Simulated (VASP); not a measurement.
Given:

```xyz
2
Lattice="4.2900 0.0000 0.0000 0.0000 4.2900 0.0000 0.0000 0.0000 4.2900" Properties=species:S:1:pos:R:3 pbc="T T T"
Cs     0.0000     0.0000     0.0000
Br     2.1450     2.1450     2.1450
```

Calculation: PBEsol GGA, VASP's PBE PAW potentials (set 64) (plane waves; VASP). Settings: 480 eV cut-off, 6×6×6 Γ-centred mesh, Gaussian smearing of 0.050 eV, potentials Cs_sv Br.

Energy and stress use the plane-wave basis of the starting cell.

Question: The ions, cell shape and volume are relaxed. Predict the relaxed structure.

Answer: 
```xyz
2
Lattice="4.2499 0.0000 0.0000 0.0000 4.2499 0.0000 0.0000 0.0000 4.2499" Properties=species:S:1:pos:R:3 pbc="T T T"
Cs     0.0000     0.0000     0.0000
Br     2.1250     2.1250     2.1250
```
Space group Pm-3m (221), at a tolerance of 0.03 Å.

Question: How do energy and volume change from the first to the last step?

Answer: The energy (σ→0) changes by -1.6 meV/atom and the volume by -2.8 %, in 3 ionic steps.

```
step  E(σ→0) (eV)  max force (eV/Å)  pressure (GPa)  volume (Å³)
----  -----------  ----------------  --------------  -----------
1         -6.3442             0.000           -0.44        78.95
2         -6.3467             0.000           -0.22        77.73
3         -6.3474             0.000           -0.03        76.76
```

The compound is CsBr in the CsCl type structure. This run relaxes it. Symmetry was kept, so distortions that lower it aren't found.
